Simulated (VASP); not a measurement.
Here is a VASP 6.6.1 calculation.

The input POSCAR:

```
BiB2N
1.0
    2.8282886573      0.0000000000      0.0000000000
    0.0000000000      2.8282886573      0.0000000000
    0.0000000000      0.0000000000      6.5260672313
N B Bi
1 2 1
Direct
    0.0000000000      0.0000000000      0.0000000000
    0.0000000000      0.5000000000      0.8819061851
    0.5000000000      0.0000000000      0.1180938149
    0.5000000000      0.5000000000      0.5000000000
```

Contents of INCAR.step1:

```
SYSTEM = BiB2N
ALGO     = Normal         ! electronic algorithm
EDIFF    = 1E-5           ! SCF threshold, eV
ENCUT    = 520            ! plane-wave cutoff, eV
GGA      = PE             ! functional
ISIF     = 2              ! what is computed and relaxed
ISMEAR   = -1             ! smearing method
LASPH    = .True.         ! aspherical terms in the spheres
LCHARG   = .False.        ! write CHGCAR
LREAL    = .False.        ! projectors in reciprocal space
LWAVE    = .True.         ! write WAVECAR
NBANDS   = 21             ! bands
NELM     = 60             ! most SCF steps
PREC     = Accurate       ! precision mode
SIGMA    = 0.02           ! smearing width, eV
```

File INCAR.step2:

```
SYSTEM = BiB2N
AEXX     = 0.3            ! exact-exchange fraction
ALGO     = Normal         ! electronic algorithm
EDIFF    = 1E-6           ! SCF threshold, eV
ENCUT    = 520            ! plane-wave cutoff, eV
GGA      = PE             ! functional
HFRCUT   = -1           
ISIF     = 2              ! what is computed and relaxed
ISMEAR   = -1             ! smearing method
ISTART   = 1            
LASPH    = .True.         ! aspherical terms in the spheres
LCHARG   = .False.        ! write CHGCAR
LHFCALC  = .True.         ! exact exchange
LREAL    = .False.        ! projectors in reciprocal space
LWAVE    = .False.        ! write WAVECAR
NBANDS   = 21             ! bands
NELM     = 60             ! most SCF steps
PREC     = Accurate       ! precision mode
PRECFOCK = Normal       
SIGMA    = 0.02           ! smearing width, eV
```

File KPOINTS:

```
k-points
0
Gamma
  4 4 2
  0 0 0
```

Potentials or basis: VASP PAW PBE potentials, release 64 (N, B, Bi_d).

Launch:

```sh
$ cat potpaw_PBE.64/N/POTCAR potpaw_PBE.64/B/POTCAR potpaw_PBE.64/Bi_d/POTCAR > POTCAR
$ cp INCAR.step1 INCAR
$ mpirun -np 1 vasp_std > vasp.out
$ cp INCAR.step2 INCAR
$ mpirun -np 1 vasp_std > vasp.out
```

Question: What does it give for the pressure?

Answer: -6.0 GPa.

Question: Estimate the largest force.

Answer: 0.085 eV/Å.

Question: Predict the band gap on the k mesh.

Answer: None (metal or under the smearing width).

Stress tensor (GPa, compression positive):
```
 -1.63   0.00   0.00
  0.00  -1.63   0.00
  0.00   0.00 -14.86
```

Caveat: the k mesh is coarse (spacing up to 0.56 Å⁻¹), so the values aren't converged; the PAW data sets were made with another functional, which shifts forces and pressure a little; spin-orbit coupling is left out, which moves the levels of the heavy elements.
